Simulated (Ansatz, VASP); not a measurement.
**Cross-check of H13C10 (amorphous poly(phenylene vinylene) with methane at 250 K) between VASP and Ansatz**

Aim: how closely do two programs agree when they are given the same cell, functional and k mesh? Of the first pair: The structure shown is the start of the Ansatz relaxation below; VASP solves that cell, so the two are compared at the walk's first step.

Calculated with Ansatz 0.2.0; plane waves, with VASP 6.6.1 beside it; single point at LDA.

## 1. Set-up

The cell holds 138 atoms: 60 C and 78 H. Cell: a = 10.019 Å, b = 10.489 Å, c = 11.436 Å, α = 91.3°, β = 93.0°, γ = 87.4°. As first built, before any earlier steps moved the atoms (in the runner's words): 3 poly(phenylene vinylene) chains of 2 units, 6 methane placed at random, at 0.92 g/cm^3; overlaps pushed apart, then 20 ps at 800 K with MMFF94 bonds, angles, torsions, charges and radii (Halgren, J. Comput. Chem. 17, 490 (1996)) in harmonic and 12-6 forms; charges of ions scaled by 0.8. Snapshot after 30 ps at 250 K and fixed volume.

## 2. Ansatz: relaxation, LDA

Ansatz runs on its default PAW (the set named soft_2) files.

The two programs are compared at the cell with which this relaxation starts, whose forces are those of its first step.

Contents of input.yaml:

```yaml
crystal:
  lattice:
    - [10.01281, 0.23494, -0.27892]
    - [0.23259, 10.48599, -0.11705]
    - [-0.27613, -0.11705, 11.432]
  atoms:
    - { symbol: C, position: [0.95067, 0.46452, 0.91772] }
    - { symbol: C, position: [0.96804, 0.4236, 0.04098] }
    - { symbol: C, position: [0.00182, 0.50803, 0.13214] }
    - { symbol: C, position: [0.02567, 0.46724, 0.2458] }
    - { symbol: C, position: [0.01583, 0.3389, 0.27293] }
    - { symbol: C, position: [0.9762, 0.25548, 0.18199] }
    - { symbol: C, position: [0.954, 0.29655, 0.06892] }
    - { symbol: C, position: [0.0453, 0.28808, 0.38771] }
    - { symbol: C, position: [0.11681, 0.34282, 0.47572] }
    - { symbol: C, position: [0.14234, 0.2912, 0.59086] }
    - { symbol: C, position: [0.24047, 0.34145, 0.66706] }
    - { symbol: C, position: [0.26375, 0.29764, 0.77932] }
    - { symbol: C, position: [0.18927, 0.20106, 0.82115] }
    - { symbol: C, position: [0.09253, 0.14975, 0.74447] }
    - { symbol: C, position: [0.06902, 0.19368, 0.6325] }
    - { symbol: C, position: [0.20434, 0.15364, 0.93906] }
    - { symbol: C, position: [0.28083, 0.19836, 0.02814] }
    - { symbol: C, position: [0.27845, 0.15257, 0.14873] }
    - { symbol: H, position: [0.02541, 0.41438, 0.86385] }
    - { symbol: H, position: [0.85266, 0.44094, 0.87824] }
    - { symbol: H, position: [0.96096, 0.56807, 0.90977] }
    - { symbol: H, position: [0.01016, 0.60952, 0.11353] }
    - { symbol: H, position: [0.05173, 0.5373, 0.31499] }
    - { symbol: H, position: [0.96757, 0.15442, 0.20212] }
    - { symbol: H, position: [0.9272, 0.22837, 0.99846] }
    - { symbol: H, position: [0.00901, 0.1924, 0.40049] }
    - { symbol: H, position: [0.16102, 0.43449, 0.46075] }
    - { symbol: H, position: [0.2995, 0.41832, 0.6368] }
    - { symbol: H, position: [0.341, 0.34048, 0.83634] }
    - { symbol: H, position: [0.03247, 0.07436, 0.77576] }
[... 102 atom lines left out ...]
    - { symbol: H, position: [0.18856, 0.5812, 0.86205] }
    - { symbol: C, position: [0.37724, 0.43283, 0.31419] }
    - { symbol: H, position: [0.44197, 0.38894, 0.24869] }
    - { symbol: H, position: [0.36453, 0.36538, 0.38455] }
    - { symbol: H, position: [0.27979, 0.45695, 0.27126] }
    - { symbol: H, position: [0.42174, 0.51973, 0.35087] }
kpoints:
  mp_grid: { grid: [1, 1, 1] }
hamiltonian:
  xc: lda
scf:
  occupations: { method: gaussian, width: 0.05 }
output:
  forces: true
  eigenvalues: true
  stress: true
relax:
  f_tol: 0.05
  max_steps: 70
```

Started as:

```sh
$ ansatz run input.yaml --threads 4 --pin off --max-ram 8192MiB --backend cpu --events-out ev --progress --plain --runs-dir out
```

Numbers of over 12 decimals in the logs are rounded to 6 here.

The log of the run:

```text
Warning: output.stress: scf.convergence.dr2_threshold = 1e-7 eV (the SCF's general default) is looser than the 1.08e-8 eV advised for a printed stress (1e-10 eV for each atom of the cell: 138, of which 108 are counted). What an SCF threshold leaves in a stress goes as its square root, and in the free energy as the threshold itself, and one threshold admits the most on a small cell: [figures from the program's tests c [...]
Engine: ansatz 0.2.0, x86_64-unknown-linux-gnu
Pseudopotentials: kind: paw
Pseudopotential: C, paw, valence charge 4, recommended cutoff 420 eV (normal), C.paw.azcp
Pseudopotential: H, paw, valence charge 1, recommended cutoff 420 eV (normal), H.paw.azcp
Functional definition: SPW92
  exchange = slater_x
  correlation = pw_c
Crystal: 138 atoms, lattice volume = 1198.740 Å³
Basis set: ecut = 420 eV, 23447 PW (Γ)
Bands: 297, of which v1, the nominal top of the filled ones, is band 159 counted from 1 (158 counted from 0)
Symmetry: 1 space group operations
Space group: P1 (ITA 1), of the structure as read, at distance tolerance 1.1e-4 Å
k-points: 1
Non-local potential: C, projectors of the file, l = 0: 2, l = 1: 2, l = 2: 1
Non-local potential: H, projectors of the file, l = 0: 2, l = 1: 1
PAW form: soft (Blöchl's): semilocal exchange-correlation on the pseudo side does not see the compensation charge
PAW frozen core: C, regenerated for the run's functional, and the local potential with it (the file was generated under x = pbe(κ = 0.804, μ = 0.219515), c = pbe(β = 0.066725))
PAW one-centre angular grid: C, 110 points (default); XC on 64 Gauss nodes
PAW one-centre angular grid: H, 110 points (default); XC on 64 Gauss nodes
Initial density: superposition of atomic densities (neutral atoms: chi_scale 0, normalization atom), corrected by the library's trained network
Initial wavefunctions: pseudopotential atomic-orbital guess
Functional: x = slater, c = lda
SCF iter   1: F=—  HF=-15799.939868 eV  |F-HF|=—  |Δ(HF+E_count)|=         —  Δρ=9.13e-3  dr2=7.33e-1  ethr=1.77e-3  ⟨swp⟩=6.0  Hψ=1374  notcnv=0  defer=53
preconditioner: auto → Resta (q_TF=auto, 2.187 Å⁻¹)  ε∞=2.6  [insulator: Δε(μ)=2.295 eV  Ē_g=15.138 eV  σ=0.050 eV  W_gap=1.00  n_scr=208 (ndim 8)  ℏωp=19.1 eV  f_vac=0.102  D(μ)=0.00/eV (n_scr^D=0)  ε∞_Penn≈2.6]
SCF iter   2: F=—  HF=-15799.731238 eV  |F-HF|=—  |Δ(HF+E_count)|=   2.09e-1  Δρ=4.17e-3  dr2=1.39e-1  ethr=2.31e-4  ⟨swp⟩=3.0  Hψ=475  notcnv=0  defer=132
SCF iter   3: F=—  HF=-15799.687589 eV  |F-HF|=—  |Δ(HF+E_count)|=   4.36e-2  Δρ=1.03e-3  dr2=1.75e-2  ethr=4.37e-5  ⟨swp⟩=2.0  Hψ=272  notcnv=0  defer=132
SCF iter   4: F=—  HF=-15799.685181 eV  |F-HF|=—  |Δ(HF+E_count)|=   2.41e-3  Δρ=3.08e-4  dr2=1.55e-3  ethr=5.52e-6  ⟨swp⟩=2.0  Hψ=422  notcnv=0  defer=134
SCF iter   5: F=—  HF=-15799.685201 eV  |F-HF|=—  |Δ(HF+E_count)|=   1.92e-5  Δρ=1.30e-4  dr2=2.42e-4  ethr=4.88e-7  ⟨swp⟩=2.0  Hψ=316  notcnv=0  defer=134
SCF iter   6: F=-15799.685207 eV  HF=-15799.685216 eV  |F-HF|=8.99e-6  |Δ(HF+E_count)|=   1.51e-5  Δρ=4.79e-5  dr2=3.74e-5  ethr=1.97e-8  ⟨swp⟩=14.0  Hψ=2069  notcnv=0
SCF 1 converged in 6 iterations: F = -15799.685207 eV  dr2 = 3.74e-5
  greatest PAW one-centre occupation: 0.676 electrons in one spin orbital (limit 2), on the C atom at site 13 (counted from 0), in its partial waves of l = 0
relax step   1: F+E_penalty+E_count = -15799.68520665 eV  Δ(F+E_penalty+E_count) = +0.000e0 eV  max|allowed force component| = 3.370e-1 eV/Å  Δτ_max = 0.0000 Å  (6 SCF iters, dr2 threshold 6.25e-5 eV, accepted)
Initial density: handed on by an earlier stage of this run
Initial wavefunctions: those handed on with the density
iter 1 solved again at ethr=9.91e-5 eV; its pass at ethr=3.10e-3 eV (dr2=3.15e-1 eV) is discarded
SCF iter   1: F=—  HF=-15799.832545 eV  |F-HF|=—  |Δ(HF+E_count)|=         —  Δρ=7.16e-3  dr2=3.21e-1  ethr=9.91e-5  ⟨swp⟩=1.0  Hψ=829  notcnv=0  defer=134
[...]
- { symbol: H, position: [0.992260, 0.150506, 0.559219] }
    - { symbol: H, position: [0.134423, 0.071777, 0.941934] }
    - { symbol: H, position: [0.326543, 0.284976, 0.00834331] }
    - { symbol: H, position: [0.361589, 0.130273, 0.179815] }
    - { symbol: H, position: [0.215069, 0.226138, 0.196082] }
    - { symbol: H, position: [0.201856, 0.066784, 0.140630] }
    - { symbol: C, position: [0.576679, 0.880459, 0.00671456] }
    - { symbol: C, position: [0.595310, 0.824592, 0.124523] }
    - { symbol: C, position: [0.692545, 0.728301, 0.149419] }
    - { symbol: C, position: [0.698750, 0.666365, 0.254931] }
    - { symbol: C, position: [0.610894, 0.701895, 0.342138] }
    - { symbol: C, position: [0.517401, 0.802134, 0.318979] }
    - { symbol: C, position: [0.509305, 0.861217, 0.212195] }
    - { symbol: C, position: [0.615564, 0.634078, 0.450696] }
    - { symbol: C, position: [0.571967, 0.679964, 0.553252] }
    - { symbol: C, position: [0.574908, 0.605865, 0.658048] }
    - { symbol: C, position: [0.598013, 0.663670, 0.768016] }
    - { symbol: C, position: [0.610438, 0.591533, 0.867591] }
    - { symbol: C, position: [0.597538, 0.459595, 0.863182] }
    - { symbol: C, position: [0.568959, 0.402890, 0.753524] }
    - { symbol: C, position: [0.558779, 0.473934, 0.653461] }
    - { symbol: C, position: [0.616300, 0.389792, 0.970900] }
    - { symbol: C, position: [0.596712, 0.266376, 0.987998] }
    - { symbol: C, position: [0.622457, 0.205073, 0.102160] }
    - { symbol: H, position: [0.532452, 0.978572, 0.00994309] }
    - { symbol: H, position: [0.670973, 0.880912, 0.961300] }
    - { symbol: H, position: [0.506984, 0.824188, 0.950192] }
    - { symbol: H, position: [0.765484, 0.700886, 0.084013] }
    - { symbol: H, position: [0.775145, 0.589526, 0.271324] }
    - { symbol: H, position: [0.446572, 0.831151, 0.385536] }
    - { symbol: H, position: [0.430821, 0.935664, 0.194019] }
    - { symbol: H, position: [0.662302, 0.537195, 0.448278] }
    - { symbol: H, position: [0.539421, 0.781383, 0.561330] }
    - { symbol: H, position: [0.610670, 0.766846, 0.773894] }
    - { symbol: H, position: [0.630824, 0.637481, 0.953241] }
    - { symbol: H, position: [0.553440, 0.300252, 0.746607] }
    - { symbol: H, position: [0.536466, 0.427330, 0.568411] }
    - { symbol: H, position: [0.652176, 0.446866, 0.047152] }
    - { symbol: H, position: [0.559436, 0.205778, 0.914659] }
    - { symbol: H, position: [0.531179, 0.164443, 0.133545] }
    - { symbol: H, position: [0.695931, 0.123098, 0.097137] }
    - { symbol: H, position: [0.661443, 0.272462, 0.169476] }
    - { symbol: C, position: [0.186988, 0.775771, 0.511117] }
    - { symbol: C, position: [0.123078, 0.815284, 0.396813] }
    - { symbol: C, position: [0.00871462, 0.895677, 0.390470] }
    - { symbol: C, position: [0.949586, 0.931691, 0.283637] }
    - { symbol: C, position: [1.003453, 0.890030, 0.178507] }
    - { symbol: C, position: [0.120154, 0.811546, 0.185251] }
[...]
- { symbol: C, position: [0.536439, 0.079863, 0.540787] }
    - { symbol: C, position: [0.444644, 0.099747, 0.437479] }
[...]
- { symbol: C, position: [0.916583, 0.554530, 0.600207] }
[...]
- { symbol: C, position: [0.360233, 0.595136, 0.068805] }
[...]
- { symbol: C, position: [0.379318, 0.940195, 0.750461] }
[...]
- { symbol: C, position: [0.715625, 0.293944, 0.406552] }
[...]
- { symbol: C, position: [0.223350, 0.643867, 0.796527] }
    - { symbol: H, position: [0.213134, 0.743736, 0.827477] }
    - { symbol: H, position: [0.329357, 0.620220, 0.781385] }
    - { symbol: H, position: [0.162688, 0.631671, 0.714439] }
    - { symbol: H, position: [0.189389, 0.579828, 0.862533] }
    - { symbol: C, position: [0.381269, 0.431249, 0.308196] }
    - { symbol: H, position: [0.444397, 0.374650, 0.248579] }
    - { symbol: H, position: [0.367337, 0.377066, 0.387588] }
    - { symbol: H, position: [0.282865, 0.452241, 0.263902] }
    - { symbol: H, position: [0.429905, 0.520613, 0.332418] }
```

In the SCF lines HF is the Harris–Foulkes energy and dr2 the Hartree energy of the density residual, in eV; the loop may stop once dr2 is under the threshold and the program's other checks hold. Hψ counts applications of the Hamiltonian.

## 3. VASP: single point, LDA, start cell, pair 1

The same cell, functional (in two slightly different forms), mesh and smearing now go to VASP, with its own data sets.

Lines of VASP's logs that name or quote its potential files are left out, and so is its time.

Contents of INCAR:

```
SYSTEM = H13C10
PREC = Accurate
ENCUT = 520
EDIFF = 1E-06
NELM = 120
ISMEAR = 0
SIGMA = 0.05
LREAL = Auto
ALGO = Normal
GGA = CA
NBANDS = 255
LORBIT = 11
LWAVE = .FALSE.
LCHARG = .FALSE.
ISIF = 2
LASPH = .TRUE.
GGA_COMPAT = .FALSE.
EFERMI = MIDGAP
```

Contents of POSCAR:

```
H13C10
1.0
   10.0128100000      0.2349400000     -0.2789200000
    0.2325900000     10.4859900000     -0.1170500000
   -0.2761300000     -0.1170500000     11.4320000000
C H
60 78
Direct
    0.9506687863      0.4645215729      0.9177163041
    0.9680390205      0.4236000289      0.0409803907
    0.0018202038      0.5080340384      0.1321442508
    0.0256668473      0.4672367937      0.2457968040
    0.0158337212      0.3389023816      0.2729342954
    0.9762025264      0.2554792316      0.1819879507
    0.9540035442      0.2965512632      0.0689207482
    0.0452971687      0.2880833250      0.3877059517
    0.1168126449      0.3428230273      0.4757180562
    0.1423400021      0.2911998339      0.5908578039
    0.2404696288      0.3414540288      0.6670607928
    0.2637487245      0.2976404191      0.7793215190
    0.1892655205      0.2010635096      0.8211532910
    0.0925253252      0.1497523695      0.7444660321
    0.0690219773      0.1936791772      0.6324984043
    0.2043350060      0.1536441432      0.9390637830
    0.2808334809      0.1983612683      0.0281357821
    0.2784515696      0.1525740418      0.1487337739
    0.5562956343      0.8867419864      0.0048158789
    0.5766279849      0.8278122124      0.1213460897
    0.6800817249      0.7386965817      0.1464619340
    0.6910900460      0.6763138440      0.2519000500
    0.6015541110      0.7044008683      0.3389114411
    0.5000841187      0.7960090426      0.3146742758
    0.4872884531      0.8550792108      0.2079077604
    0.6118112939      0.6377203980      0.4482585356
    0.5654433874      0.6814883636      0.5504095244
    0.5714943942      0.6080875870      0.6558500585
    0.5883295186      0.6677103225      0.7657061199
    0.6016330207      0.5969046023      0.8661542307
[... 102 atom lines left out ...]
    0.1558473055      0.6261025822      0.7126884393
    0.1885639319      0.5812041992      0.8620472536
    0.4419746048      0.3889352754      0.2486879313
    0.3645331678      0.3653796946      0.3845471732
    0.2797935484      0.4569540982      0.2712584407
    0.4217399681      0.5197302261      0.3508717753
```

Contents of KPOINTS:

```
Automatic mesh
0
Gamma
1 1 1
0 0 0
```

PAW data sets: C and H (LDA family, release 64).

Started as:

```sh
$ export OMP_NUM_THREADS=3
$ mpirun -np 1 vasp_gam
```

The log of the run:

```text
[banner, memory and clock lines left out]
running    1 mpi-ranks, on    1 nodes
[...]
Offloading initialized ...    1 GPUs detected
[...]
LDA part: xc-table for (Slater(with rela. corr.)+CA(PZ))
 , standard interpolation
 POSCAR, INCAR and KPOINTS ok, starting setup
[...]
entering main loop
       N       E                     dE             d eps       ncg     rms          rms(c)
DAV:   1     0.179216114266E+04    0.17922E+04   -0.16337E+05   518   0.116E+03
DAV:   2    -0.750328606618E+03   -0.25425E+04   -0.23942E+04   645   0.265E+02
DAV:   3    -0.970984377724E+03   -0.22066E+03   -0.21842E+03   644   0.779E+01
DAV:   4    -0.976340418060E+03   -0.53560E+01   -0.53417E+01   636   0.140E+01
[...]
DAV:  15    -0.881287392909E+03    0.41620E-05   -0.21938E-05   596   0.120E-02    0.597E-03
DAV:  16    -0.881287390996E+03    0.19130E-05   -0.40683E-06   628   0.754E-03    0.378E-03
DAV:  17    -0.881287390335E+03    0.66058E-06   -0.22077E-06   532   0.548E-03
   1 F= -.88128739E+03 E0= -.88128739E+03  d E =0.000000E+00
```

OUTCAR, selected parts (step 3):

```text
  FREE ENERGIE OF THE ION-ELECTRON SYSTEM (eV)
  ---------------------------------------------------
  free  energy   TOTEN  =      -881.2873903351 eV

  energy  without entropy=     -881.2873903351  energy(sigma->0) =     -881.28739034
```

The run ends at a pressure of 1.07 GPa, with forces up to 0.39 eV/Å.

## 4. Differences

Known differences besides the potentials themselves: the two LDA forms differ slightly; the cutoff is 420 eV in Ansatz and 520 eV in VASP (PREC = Accurate, projectors in real space); VASP's log shows a relativistic correction to its local exchange, Ansatz's none. Total energies have different zeros and are not compared.

Forces on 9 of the 138 atoms, those with the largest forces and the largest differences (eV/Å; atoms numbered as in POSCAR):

| atom | Ansatz x, y, z | VASP x, y, z |
| --- | --- | --- |
| H95 | 0.171, -0.084, -0.004 | 0.210, -0.116, -0.002 |
| H98 | 0.260, 0.081, 0.032 | 0.305, 0.101, 0.040 |
| H113 | -0.337, -0.037, 0.037 | -0.384, -0.043, 0.044 |
| H116 | 0.088, -0.037, 0.056 | 0.114, -0.062, 0.091 |
| H119 | -0.294, -0.036, 0.077 | -0.338, -0.042, 0.093 |
| H126 | 0.329, 0.054, 0.006 | 0.374, 0.063, 0.006 |
| H130 | -0.318, 0.062, -0.034 | -0.363, 0.074, -0.041 |
| H132 | 0.337, -0.044, -0.049 | 0.385, -0.052, -0.059 |
| H137 | -0.264, 0.048, -0.092 | -0.306, 0.058, -0.113 |

The forces differ by 21 meV/Å r.m.s., which is 21.2 % of the r.m.s. force of 0.101 eV/Å (both taken over all components).

[end of part 1 of 2]

[Lines on the potential files, build, host, timing and source positions are cut from VASP's logs without a mark.]

[Logs are printed without paths, hosts, clocks, repeated set-up lines and the standing remarks that a program may print on its own settings, such as how far it seeks lower states.]

[Hosts, paths, dates, database ids (printed as entryN), source tags and the programs' standing remarks are cut or masked in the printed files.]

[The MMFF94 radii named for the starting cell were scaled by 0.96; in molecules described by MMFF94, hydrogen bound to N, O or S took a small fixed 12-6 site in their place.]
